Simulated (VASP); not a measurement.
# MoS2 (R3m): band edges, masses and strain

Wanted: where the band edges of MoS2 lie, how heavy the carriers are and how strain moves the gap. The start is a cell from a database of measured crystal structures.

Program: VASP 6.6.1. Level of theory: PBEsol; plane waves and PAW (Mo_sv, S), in the first sound run; inputs show where later runs differ. Results are calculated unless marked as measured.

## 1. Set-up

Symmetry: R3m, No. 160, trigonal system. The conventional cell has a = 3.160 Å, b = 3.160 Å, c = 18.450 Å, α = 90.00°, β = 90.00°, γ = 120.00°. Nearest to Mo lie 6 S at 2.39 Å. Nearest to S lie 3 Mo at 2.39 Å. S has 3 Mo at 2.39 Å nearest. Farther neighbours and most contacts between anions are not listed.

Structure file:

```xyz
3
Lattice="1.5800 0.9122 6.1500 -1.5800 0.9122 6.1500 0.0000 -1.8244 6.1500" Properties=species:S:1:pos:R:3 pbc="T T T"
Mo    0.0000    0.0000    0.0000
S     0.0000    0.0000    4.6125
S     0.0000    0.0000    7.6936
```

## 2. Relaxation of the atoms

The cell is kept as given; the atoms are relaxed first, so that no residual force shifts the band edges.

Input file INCAR:

```
SYSTEM = MoS2
PREC = Accurate
ENCUT = 400
EDIFF = 1E-06
NELM = 100
ISMEAR = 0
SIGMA = 0.02
LREAL = .FALSE.
ALGO = Normal
GGA = PS
NBANDS = 19
LASPH = .TRUE.
LORBIT = 11
LWAVE = .FALSE.
LCHARG = .FALSE.
KPAR = 4
IBRION = 2
NSW = 40
ISIF = 2
EDIFFG = -0.005
```

Input file POSCAR:

```
MoS2
1.0
    1.5799999400      0.9122133910      6.1500000000
   -1.5799999400      0.9122133910      6.1500000000
    0.0000000000     -1.8244267820      6.1500000000
Mo S
1 2
Direct
    0.0000000000      0.0000000000      0.0000000000
    0.2500000000      0.2500000000      0.2500000000
    0.4170000000      0.4170000000      0.4170000000
```

Input file KPOINTS:

```
Automatic mesh
0
Gamma
10 10 10
0 0 0
```

Potentials, in the order of the species: Mo_sv and S (PBE family, release 64).

The run is started by

```console
$ mpirun -np 4 vasp_std
```

The program printed:

```text
[banner, memory and clock lines left out]
running    4 mpi-ranks, on    1 nodes
 distrk:  each k-point on    1 cores,    4 groups
 distr:  one band on    1 cores,    1 groups

 POSCAR found type information on POSCAR MoS
 POSCAR found :  2 types and       3 ions
|                                                                             |
|               ----> ADVICE to this user running VASP <----                  |
|                                                                             |
|     You enforced a specific xc type in the INCAR file but a different       |
|     [... a line on the potential file left out ...]
|     I HOPE YOU KNOW WHAT YOU ARE DOING!                                     |
|                                                                             |

 LDA part: xc-table for (Slater+PW92), standard interpolation
 POSCAR, INCAR and KPOINTS ok, starting setup
 FFT: planning ... GRIDC
 FFT: planning ... GRID_SOFT
 FFT: planning ... GRID
 WAVECAR not read
 entering main loop
       N       E                     dE             d eps       ncg     rms          rms(c)
DAV:   1     0.150716308112E+03    0.15072E+03   -0.11870E+04  4536   0.107E+03
DAV:   2    -0.191464265464E+02   -0.16986E+03   -0.16563E+03  5561   0.293E+02
DAV:   3    -0.248335237208E+02   -0.56871E+01   -0.56452E+01  5362   0.509E+01
DAV:   4    -0.248942493255E+02   -0.60726E-01   -0.60697E-01  5560   0.558E+00
DAV:   5    -0.248950607499E+02   -0.81142E-03   -0.81137E-03  5398   0.608E-01    0.260E+01
DAV:   6    -0.237932810653E+02    0.11018E+01   -0.99868E+00  4715   0.201E+01    0.894E+00
DAV:   7    -0.235515246795E+02    0.24176E+00   -0.36143E+00  4540   0.113E+01    0.600E+00
DAV:   8    -0.234432905855E+02    0.10823E+00   -0.53089E-01  4958   0.466E+00    0.177E+00
DAV:   9    -0.234435942972E+02   -0.30371E-03   -0.23614E-02  5477   0.940E-01    0.631E-01
DAV:  10    -0.234423202978E+02    0.12740E-02   -0.99272E-03  5000   0.696E-01    0.136E-01
DAV:  11    -0.234423018934E+02    0.18404E-04   -0.55958E-04  5011   0.172E-01    0.445E-02
DAV:  12    -0.234422860492E+02    0.15844E-04   -0.66414E-05  5056   0.522E-02    0.190E-02
DAV:  13    -0.234422957924E+02   -0.97432E-05   -0.16644E-05  4885   0.232E-02    0.725E-03
DAV:  14    -0.234422958697E+02   -0.77300E-07   -0.92058E-07  3254   0.611E-03
   1 F= -.23442296E+02 E0= -.23442296E+02  d E =-.234423E+02
 curvature:   0.00 expect dE= 0.000E+00 dE for cont linesearch  0.000E+00
 trial: gam= 0.00000 g(F)=  0.515E-02 g(S)=  0.000E+00 ort = 0.000E+00 (trialstep = 0.100E+01)
 search vector abs. value=  0.515E-02
 bond charge predicted
       N       E                     dE             d eps       ncg     rms          rms(c)
DAV:   1    -0.234433753465E+02   -0.10796E-02   -0.33183E-01  4420   0.447E+00    0.460E-01
DAV:   2    -0.234446493829E+02   -0.12740E-02   -0.15637E-02  5221   0.860E-01    0.244E-01
DAV:   3    -0.234446191911E+02    0.30192E-04   -0.27264E-04  5341   0.121E-01    0.126E-01
DAV:   4    -0.234446158096E+02    0.33815E-05   -0.15658E-04  5060   0.789E-02    0.375E-02
DAV:   5    -0.234446083623E+02    0.74473E-05   -0.48503E-05  4926   0.416E-02    0.172E-02
DAV:   6    -0.234446076040E+02    0.75834E-06   -0.20716E-06  4077   0.107E-02
   2 F= -.23444608E+02 E0= -.23444608E+02  d E =-.231173E-02
[...]
3 F= -.23444629E+02 E0= -.23444629E+02  d E =-.233282E-02
[...]
4 F= -.23444661E+02 E0= -.23444661E+02  d E =-.319388E-04
 trial-energy change:   -0.000032  1 .order   -0.000034   -0.000662    0.000594
 step:   0.5176(harm=  0.5176)  dis= 0.00239  next Energy=   -23.444803 (dE=-0.174E-03)
 bond charge predicted
       N       E                     dE             d eps       ncg     rms          rms(c)
DAV:   1    -0.234447201009E+02   -0.59170E-04   -0.23170E-02  4420   0.149E+00    0.651E-02
DAV:   2    -0.234448045864E+02   -0.84485E-04   -0.93002E-04  4961   0.244E-01    0.309E-02
DAV:   3    -0.234448023493E+02    0.22371E-05   -0.14417E-05  5553   0.287E-02    0.182E-02
DAV:   4    -0.234448020089E+02    0.34038E-06   -0.46160E-06  5116   0.159E-02
   5 F= -.23444802E+02 E0= -.23444802E+02  d E =-.173319E-03
 curvature:  -0.29 expect dE=-0.980E-08 dE for cont linesearch -0.946E-08
 trial: gam=-0.00692 g(F)=  0.335E-07 g(S)=  0.000E+00 ort = 0.496E-05 (trialstep = 0.890E+00)
 search vector abs. value=  0.138E-08
 reached required accuracy - stopping structural energy minimisation
```

Run time: 71 s. Hardware: 4 MPI ranks of Intel Xeon 6975P-C (Granite Rapids), shared host; peak memory 1.2 GiB.

Lines that name or quote the potential files are left out of all logs, and their timing lines are given in words.

OUTCAR, selected parts (step 2):

```text
ion  position               nearest neighbor table
   1  0.000  0.000  0.000-   2 2.39   2 2.39   2 2.39   3 2.39   3 2.39   3 2.39
   2  0.250  0.250  0.250-   1 2.39   1 2.39   1 2.39
   3  0.417  0.417  0.417-   1 2.39   1 2.39   1 2.39

  LATTYP: Found a trigonal (rhomboedric) cell.
 ALAT       =     6.4149070984
 COS(alpha) =     0.8786713419

 Subroutine GETGRP returns: Found  6 space group operations
 (whereof  6 operations were pure point group operations)

The static configuration has the point symmetry C_3v.

 Found    116 irreducible k-points:

   k-points           NKPTS =    116   k-points in BZ     NKDIM =    116   number of bands    NBANDS=     19

   dimension x,y,z NGX =    42 NGY =   42 NGZ =   42
   dimension x,y,z NGXF=    84 NGYF=   84 NGZF=   84

   ENCUT  =  400.0 eV  29.40 Ry    5.42 a.u.  10.46 10.46 10.46*2*pi/ulx,y,z

   NELECT =      26.0000    total number of electrons

 k-points in reciprocal lattice and weights: Automatic mesh
   0.00000000  0.00000000  0.00000000       0.001
   0.10000000  0.00000000  0.00000000       0.006
   0.20000000  0.00000000  0.00000000       0.006
   0.30000000  0.00000000  0.00000000       0.006
   0.40000000 -0.00000000  0.00000000       0.006
   0.50000000 -0.00000000  0.00000000       0.003
   0.10000000  0.10000000  0.00000000       0.006
   0.20000000  0.10000000  0.00000000       0.012
   0.30000000  0.10000000 -0.00000000       0.012
[...]
-0.40000000  0.50000000  0.40000000       0.006
   0.50000000  0.50000000  0.50000000       0.001

 average (electrostatic) potential at core
       1 -74.4427       2 -84.4378       3 -84.4418

 E-fermi :   7.8145

 k-point     1 :       0.0000    0.0000    0.0000
  band No.  band energies     occupation
    ...
      9       4.1639      2.00000
     10       5.2891      2.00000
     11       5.2891      2.00000
     12       6.3149      2.00000
     13       6.3410      2.00000
     14       9.6015      0.00000
     15       9.6015      0.00000
     16      10.0128      0.00000
     17      10.0128      0.00000
     18      13.0011      0.00000
    ...

 k-point     2 :       0.1000    0.0000    0.0000
  band No.  band energies     occupation
    ...
      9       4.3261      2.00000
     10       4.7559      2.00000
     11       5.0486      2.00000
     12       6.2761      2.00000
     13       6.5553      2.00000
     14       9.4914      0.00000
     15       9.5486      0.00000
     16       9.8145      0.00000
     17       9.8919      0.00000
     18      13.7010      0.00000
    ...

 k-point     3 :       0.2000    0.0000    0.0000
  band No.  band energies     occupation
    ...
      9       3.8551      2.00000
     10       4.5300      2.00000
     11       4.7665      2.00000
     12       6.1081      2.00000
     13       6.2838      2.00000
     14       8.8446      0.00000
     15       9.5036      0.00000
     16       9.8421      0.00000
     17      10.3688      0.00000
     18      14.8052      0.00000
    ...

  Total       -0.5311765     -0.5311765      0.0212055      0.0000000      0.0000000      0.0000000
  in kB      -16.0018264    -16.0018264      0.6388223      0.0000000      0.0000000      0.0000000
  external PRESSURE =     -10.4549435 kB  Pullay stress =       0.0000000 kB

  energy-cutoff  :      400.00
  volume of cell :       53.18
      direct lattice vectors                 reciprocal lattice vectors
     1.579999940  0.912213391  6.150000000     0.316455708  0.182705788  0.054200542
    -1.579999940  0.912213391  6.150000000    -0.316455708  0.182705788  0.054200542
     0.000000000 -1.824426782  6.150000000     0.000000000 -0.365411577  0.054200542

 POSITION                                       TOTAL-FORCE (eV/Angst)
 -----------------------------------------------------------------------------------
      0.00000      0.00000      0.00179         0.000000     -0.000000     -0.000601
      0.00000      0.00000      4.60060         0.000000      0.000000      0.000024
      0.00000      0.00000      7.70377         0.000000      0.000000      0.000577
 -----------------------------------------------------------------------------------
    total drift:                               -0.000000      0.000000     -0.001533

  FREE ENERGIE OF THE ION-ELECTRON SYSTEM (eV)
  ---------------------------------------------------
  free  energy   TOTEN  =       -23.4448020089 eV

  energy  without entropy=      -23.4448020089  energy(sigma->0) =      -23.44480201

 reached required accuracy - stopping structural energy minimisation

 total charge
# of ion       s       p       d       tot
------------------------------------------
    1        2.298   6.228   3.982  12.508
    2        1.358   2.322   0.000   3.681
    3        1.359   2.322   0.000   3.681
--------------------------------------------------
tot          5.015  10.872   3.982  19.869

[... 3 further parts left out ...]
```

CONTCAR:

```
MoS2
   1.00000000000000
     1.5799999400000000    0.9122133910000000    6.1500000000000004
    -1.5799999400000000    0.9122133910000000    6.1500000000000004
     0.0000000000000000   -1.8244267820000000    6.1500000000000004
  Mo              S
     1     2
Direct
     0.0000969778309310    0.0000969778309310    0.0000969778309310
     0.2493547625067010    0.2493547625067010    0.2493547625067010
     0.4175482596623697    0.4175482596623697    0.4175482596623697
```

The gap is read on the k-mesh alone, so it is an upper bound where the band edges lie off the mesh. The PAW data sets were made with PBE, which is usual practice but a small mismatch for other functionals. The run keeps the 6 symmetry operations of its start, so it cannot find a distortion of lower symmetry.

Step by step:

```tsv
step	energy less that of the first step (eV)	largest force (eV/Å)
1	0.0000	0.2616
2	-0.0023	0.1079
3	-0.0023	0.0912
4	-0.0024	0.0826
5	-0.0025	0.0006
```

The atoms that moved most (Å):

```tsv
atom	dx	dy	dz	length
S2	0.000	0.000	-0.012	0.012
S3	0.000	0.000	0.010	0.010
```

The relaxed structure:

```xyz
3
Lattice="1.5800 0.9122 6.1500 -1.5800 0.9122 6.1500 0.0000 -1.8244 6.1500" Properties=species:S:1:pos:R:3 pbc="T T T"
Mo    0.0000    0.0000    0.0018
S     0.0000    0.0000    4.6006
S     0.0000    0.0000    7.7038
```

This step gave:

```
SCF cycles                     : 32
electrons                      : 26
bands                          : 19
irreducible k-points           : 116
symmetry operations            : 6
free energy (TOTEN)            : -23.44 eV
Fermi energy                   : 7.814 eV
pressure                       : -1.045 GPa
metallic                       : no
valence top at k               : 0.5, 0.5, 0.5
conduction bottom at k         : -0.2, 0.2, 0
least direct gap at k          : -0.3, 0.3, 0
gap on the k-mesh              : 0.9163 eV
least direct gap on the k-mesh : 1.970 eV
```

The relaxation ends 0.8 meV an atom lower, with a largest force of 6.0e-4 eV/Å.

(Part 1 of 10 ends here.)

[Lines on the potential files, build, host, timing and source positions are cut from VASP's logs without a mark.]

[Logs are printed without paths, hosts, clocks, repeated set-up lines and the standing remarks that a program may print on its own settings, such as how far it seeks lower states.]

[Hosts, paths, dates, database ids (printed as entryN), source tags and the programs' standing remarks are cut or masked in the printed files.]

[In band tables of VASP the shares of atoms and orbitals are scaled to a sum of 1 inside the atoms' spheres.]

[Gaps and slopes under strain along one axis are those of the sampled path and mesh points; where strain splits equal valleys, another of them can be the edge.]
